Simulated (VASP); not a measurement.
Computed with PBEsol GGA, VASP's PBE PAW potentials (set 64) (plane waves; VASP).

VASP ran on this input.

INCAR:
```
# general
SYSTEM  = Al3GaN4
PREC    = Accurate
ENCUT   = 520
LREAL   = F
LASPH   = T

# electronic loop
EDIFF   = 1E-7
NELM    = 100
ALGO    = Normal
LMAXMIX = 4

# smearing
ISMEAR  = -5

# functional
GGA     = PS

# ions
ISIF    = 2

# output
LWAVE   = F
LCHARG  = T
LORBIT  = 11
NEDOS   = 601

# other
LEFG    = T
```

File KPOINTS:
```
Automatic mesh
0
Gamma
5 8 5
0 0 0
```

POSCAR:
```
Al3GaN4
5.0409610
  1.0000000732   0.0000000000  -0.0000257009
  0.0000000000   0.6206479019   0.0000000000
 -0.0006931942   0.0000000000   1.0741405573
Al Ga N
3 1 4
direct
  0.5002010367   0.5000000000   0.1673810531
  0.0009661552   0.5000000000   0.8348574759
  0.0010420135   0.0000000000   0.3316753903
  0.4994822980   0.0000000000   0.6662371647
  0.1112570090   0.0000000000   0.6663311444
  0.1224888780   0.5000000000   0.1672280994
  0.6250343430   0.5000000000   0.8401626921
  0.6231282667   0.0000000000   0.3263269801
```

POTCAR, in this order: Al Ga_d N (PBE.64 set). Program: vasp_std.

What will the output report for the number of irreducible k-points (NKPTS), number of bands (NBANDS), largest plane-wave count, number of space-group operations, FFT grid (NGX, NGY, NGZ)?

- number of irreducible k-points (NKPTS): 65
- number of bands (NBANDS): 26
- largest plane-wave count: 2319
- number of space-group operations: 2
- FFT grid (NGX, NGY, NGZ): 40 × 24 × 40

The structure comes from a computed database's Al3GaN4 entry (Pm); how it stands against other phases isn't given here. It was relaxed first.
